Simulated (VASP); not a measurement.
```xyz
6
Lattice="1.5447 -2.6756 0.0000 1.5447 2.6756 0.0000 0.0000 0.0000 11.8624" Properties=species:S:1:pos:R:3 pbc="T T T"
W      1.5447     0.8919     2.9656
W      1.5447    -0.8919     8.8968
S      1.5447     0.8919    10.4394
S      1.5447    -0.8919     4.5082
S      1.5447    -0.8919     1.4230
S      1.5447     0.8919     7.3542
```

Level of theory: PBE GGA with D3 dispersion (Becke-Johnson damping), VASP's PBE PAW potentials (set 64) (plane waves; VASP 6.6.1). Run with 520 eV cut-off, 8×8×2 Γ-centred mesh, Gaussian smearing of 0.050 eV, potentials W_sv S.

**Question.** The ions and cell shape at fixed volume are relaxed. Which structure does the run end with?

**Answer.** 
```xyz
6
Lattice="1.5592 -2.7005 0.0000 1.5592 2.7005 0.0000 0.0000 0.0000 11.6443" Properties=species:S:1:pos:R:3 pbc="T T T"
W      1.5592     0.9002     2.9111
W      1.5592    -0.9002     8.7332
S      1.5592     0.9002    10.3114
S      1.5592    -0.9002     4.4893
S      1.5592    -0.9002     1.3329
S      1.5592     0.9002     7.1550
```
Space group P6_3/mmc (194), at a tolerance of 0.03 Å.

**Question.** How much energy does the relaxation gain?

**Answer.** The energy (σ→0) changes by -23.7 meV/atom, in 8 ionic steps.

```json
[
 {"step": "1", "E(σ→0) (eV)": "-49.5732", "max force (eV/Å)": "1.171", "pressure (GPa)": "12.05", "volume (Å³)": "98.06"},
 {"step": "2", "E(σ→0) (eV)": "-49.6711", "max force (eV/Å)": "0.210", "pressure (GPa)": "4.97", "volume (Å³)": "98.06"},
 {"step": "3", "E(σ→0) (eV)": "-49.6779", "max force (eV/Å)": "0.059", "pressure (GPa)": "6.35", "volume (Å³)": "98.06"},
 {"step": "4", "E(σ→0) (eV)": "-49.7121", "max force (eV/Å)": "0.030", "pressure (GPa)": "5.08", "volume (Å³)": "98.06"},
 {"step": "5", "E(σ→0) (eV)": "-49.7153", "max force (eV/Å)": "0.015", "pressure (GPa)": "4.59", "volume (Å³)": "98.06"},
 {"step": "6", "E(σ→0) (eV)": "-49.7153", "max force (eV/Å)": "0.014", "pressure (GPa)": "4.56", "volume (Å³)": "98.06"},
 {"step": "7", "E(σ→0) (eV)": "-49.7153", "max force (eV/Å)": "0.013", "pressure (GPa)": "4.46", "volume (Å³)": "98.06"},
 {"step": "8", "E(σ→0) (eV)": "-49.7153", "max force (eV/Å)": "0.001", "pressure (GPa)": "4.50", "volume (Å³)": "98.06"}
]
```

The compound is WS2 in the 2H layered structure. This cell is one point of a volume scan, at 0.94 of the reference volume. Symmetry was kept, so distortions that lower it aren't found.
